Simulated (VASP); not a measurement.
Consider the following.

```
GaN
1.0
    1.51906    -2.63109     0.00000
    1.51906     2.63109     0.00000
    0.00000     0.00000     4.95278
Ga N
2 2
Direct
  0.66667   0.33333   0.50043
  0.33333   0.66667   0.00043
  0.66667   0.33333   0.87657
  0.33333   0.66667   0.37657
```

Calculation: LDA (Ceperley-Alder, Perdew-Zunger), VASP's LDA PAW potentials (set 64) (plane waves; VASP). Run with 620 eV cut-off, 8×8×5 Γ-centred mesh, Gaussian smearing of 0.050 eV, potentials Ga_d N.

Predict the energy per atom (σ→0), pressure.

```yaml
energy per atom (σ→0): -6.875 eV/atom
pressure: 29.85 GPa
```

Only differences to runs with the same potentials and settings are physical.

The compound is GaN in the wurtzite structure. It was relaxed first under an external pressure of 30 GPa.
